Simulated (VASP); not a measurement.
Data:

```
CELL_PARAMETERS angstrom
     -3.00203     3.00203     5.68922
      3.00203    -3.00203     5.68922
      3.00203     3.00203    -5.68922
ATOMIC_POSITIONS crystal
  Cd 0.25000 0.75000 0.50000
  Cd 0.50000 0.50000 0.00000
  Ge 0.00000 0.00000 0.00000
  Ge 0.75000 0.25000 0.50000
  As 0.87500 0.34622 0.97122
  As 0.65378 0.62500 0.52878
  As 0.37500 0.90378 0.02878
  As 0.09622 0.12500 0.47122
```

Level of theory: PBEsol GGA, VASP's PBE PAW potentials (set 64) (plane waves; VASP). Numerical set-up: 420 eV cut-off, 7×7×7 Γ-centred mesh, first-order Methfessel-Paxton smearing of 0.10 eV, potentials Cd Ge_d As.

Energy and stress use the plane-wave basis of the starting cell.

Question: The ions, cell shape and volume are relaxed. Predict the relaxed structure.

Answer: 
```
CELL_PARAMETERS angstrom
     -2.97230     2.97230     5.65557
      2.97230    -2.97230     5.65557
      2.97230     2.97230    -5.65557
ATOMIC_POSITIONS crystal
  Cd 0.25000 0.75000 0.50000
  Cd 0.50000 0.50000 0.00000
  Ge 0.00000 0.00000 0.00000
  Ge 0.75000 0.25000 0.50000
  As 0.87500 0.34949 0.97449
  As 0.65051 0.62500 0.52551
  As 0.37500 0.90051 0.02551
  As 0.09949 0.12500 0.47449
```
Space group I-42d (122), at a tolerance of 0.03 Å.

Question: How do energy and volume change from the first to the last step?

Answer: The energy (σ→0) changes by -3.9 meV/atom and the volume by -2.6 %, in 8 ionic steps.

The structure comes from a computed database's CdGeAs2 entry; how it stands against other phases isn't given here. This run relaxes it. Symmetry was kept, so distortions that lower it aren't found. The run is one of a series of settings (EDIFF = 1E-09, EDIFFG = -0.005, ENCUT = 420, IBRION = 2, ISIF = 3, NSW = 50, KPOINTS 7×7×7 Γ-centred mesh against the base run), some of them coarse on purpose.
